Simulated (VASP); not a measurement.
ReSbC, 3 atoms in the cell. Symmetry: P-6m2, No. 187, hexagonal system. The conventional cell has a = 4.145 Å, b = 4.145 Å, c = 3.006 Å, α = 90.00°, β = 90.00°, γ = 120.00°. Re (site symmetry -6m2) is surrounded by 6 C at 2.83 Å and 6 Sb at 2.83 Å and 2 Re at 3.01 Å. Sb (site symmetry -6m2) has 3 C at 2.39 Å as nearest neighbours. C (site symmetry -6m2) is surrounded by 3 Sb at 2.39 Å. The cell was built by a generator and needn't be a form met in nature.

| Quantity | Value |
| --- | --- |
| Program | VASP 6.6.1 |
| Task | single point |
| Functional | LDA |
| Potentials or basis | VASP PAW LDA potentials, release 64 (Re, Sb, C) |
| Cutoff | 520 eV |
| k mesh | 8 × 8 × 9 |
| Occupations | fermi-dirac, width 0.05 eV |
| Spin | no spin polarisation |
| Hubbard terms | Re d U = 2 eV |
| Further INCAR settings | ALGO = Normal; EDIFF = 1e-07 |

Potentials or basis: VASP PAW LDA potentials, release 64 (Re, Sb, C).

Command:

```bash
$ cat potpaw_LDA.64/Re/POTCAR potpaw_LDA.64/Sb/POTCAR potpaw_LDA.64/C/POTCAR > POTCAR
$ mpirun -np 1 vasp_std > vasp.out
```

Hardware: 1 thread of Intel(R) Xeon(R) 6975P-C (Granite Rapids) (shared host).

Problem. How long does it take, and how much memory?

Solution. Run time: 23 s on 1 thread of Intel(R) Xeon(R) 6975P-C (Granite Rapids), on a shared host, peak memory 0.21 GiB. Counts: scf iterations 16, k points 105.
